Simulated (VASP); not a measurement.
Input:

```yaml
crystal:
  lattice:
    - [0.00000, 3.36179, 3.36179]
    - [3.36179, 0.00000, 3.36179]
    - [3.36179, 3.36179, 0.00000]
  atoms:
    - { symbol: Sr, position: [0.00000, 0.00000, 0.00000] }
    - { symbol: Te, position: [0.50000, 0.50000, 0.50000] }
```

All values below come from PBE GGA, VASP's PBE PAW potentials (set 64) (plane waves; VASP). Numerical set-up: 480 eV cut-off, 6×6×6 Γ-centred mesh, Gaussian smearing of 0.050 eV, potentials Sr_sv Te.

Each relaxation starts from this cell; other phases were not tried.

Q: The cell is relaxed at 1 GPa. What happens?

A: The volume per atom goes from 37.99 to 36.92 Å³ (-2.8 %), and the cell becomes a = b = c = 6.660 Å, α = β = γ = 90.00°, space group Fm-3m. The gap on the mesh goes from 1.77 to 1.69 eV.

Q: The cell is relaxed at 15 GPa. What happens?

A: The volume per atom goes from 37.99 to 29.15 Å³ (-23.3 %), and the cell becomes a = 6.155 Å, b = 6.155 Å, c = 6.155 Å, α = 90.00°, β = 90.00°, γ = 90.00°, space group Fm-3m. The gap on the mesh goes from 1.77 to 0.89 eV.

Failed runs are left out, and for metals the shear rows, which the mesh's noise covers.

The compound is SrTe in the rock salt structure.
